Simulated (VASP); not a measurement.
A run of VASP 6.6.1:

The input POSCAR:

```
TaSn
1.0
    5.7927780000      0.0000000000      0.0000000000
   -2.8963890000      5.0166930000      0.0000000000
    0.0000000000      0.0000000000      4.8311500000
Ta Sn
3 3
Direct
    0.5000000000      0.0000000000      0.0000000000
    0.5000000000      0.5000000000      0.0000000000
    0.0000000000      0.5000000000      0.0000000000
    0.3333330000      0.6666670000      0.5000000000
    0.6666670000      0.3333330000      0.5000000000
    0.0000000000      0.0000000000      0.0000000000
```

The input INCAR.step1:

```
SYSTEM = TaSn
  PREC = Accurate
  ENCUT = 520
  EDIFF = 1E-8
  ISMEAR = 0
  SIGMA = 0.1
  LREAL = .FALSE.
  LASPH = .TRUE.
  NELM = 100
  ALGO = Fast
  ISIF = 3
  LWAVE = .FALSE.
  LCHARG = .FALSE.
  GGA = PE
  KPAR = 8
  IBRION = 2
  NSW = 40
  EDIFFG = -0.002
```

The input INCAR.step2:

```
SYSTEM = TaSn
  PREC = Accurate
  ENCUT = 520
  EDIFF = 1E-8
  ISMEAR = 0
  SIGMA = 0.1
  LREAL = .FALSE.
  LASPH = .TRUE.
  NELM = 100
  ALGO = Fast
  ISIF = 3
  LWAVE = .FALSE.
  LCHARG = .FALSE.
  GGA = PE
  KPAR = 8
  IBRION = 6
  NFREE = 2
  POTIM = 0.015
  NSW = 1
```

Contents of KPOINTS:

```
Automatic mesh
0
G
  5 5 5
  0 0 0
```

Potentials or basis: VASP PAW PBE potentials, release 64 (Ta_pv, Sn_d).

Command:

```bash
$ cat potpaw_PBE.64/Ta_pv/POTCAR potpaw_PBE.64/Sn_d/POTCAR > POTCAR
$ cp INCAR.step1 INCAR
$ mpirun -np 8 vasp_std > vasp.out
$ cp CONTCAR POSCAR
$ cp INCAR.step2 INCAR
$ mpirun -np 8 vasp_std > vasp.out
```

Hardware: 8 MPI ranks on Intel(R) Xeon(R) Platinum 8488C (Sapphire Rapids) (shared host).

Question: How long does it take, and how much memory?

Answer: Wall time 14 min on 8 MPI ranks on Intel(R) Xeon(R) Platinum 8488C (Sapphire Rapids), with other jobs on the host, peak memory 0.58 GiB a rank. Counts: scf iterations 401, k points 15, ion steps 4.
